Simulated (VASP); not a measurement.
All values below come from PBE GGA, VASP's PBE PAW potentials (set 64) (plane waves; VASP).

A VASP calculation is set up with these files.

INCAR:
```
SYSTEM=RuAl
PREC=Accurate; ENCUT=400; LREAL=.FALSE.
LASPH=.TRUE.
EDIFF=1E-6; NELM=100; ALGO=Normal
LMAXMIX=4
ISMEAR=1; SIGMA=0.1
GGA=PE
ISIF=2
LWAVE=.FALSE.; LCHARG=.FALSE.
```

### KPOINTS
```
Automatic mesh
0
Gamma
11 11 11
0 0 0
```

POSCAR:
```
RuAl
1
    2.9900000000     0.0000000000     0.0000000000
    0.0000000000     2.9900000000     0.0000000000
    0.0000000000     0.0000000000     2.9900000000
Al Ru
1 1
Direct
  0.5000000000   0.5000000000   0.5000000000
  0.0000000000   0.0000000000   0.0000000000
```

POTCAR, in this order: Al Ru_pv (PBE.64 set). Program: vasp_std.

Q: What will the output report for the number of irreducible k-points (NKPTS), number of bands (NBANDS), largest plane-wave count, number of space-group operations, FFT grid (NGX, NGY, NGZ)?

A: 
- number of irreducible k-points (NKPTS): 56
- number of bands (NBANDS): 12
- largest plane-wave count: 495
- number of space-group operations: 48
- FFT grid (NGX, NGY, NGZ): 20 × 20 × 20

The compound is RuAl in the CsCl type structure. The cell was not relaxed at this level. The electron count is odd and the run is not spin-polarised, which forces a metal.
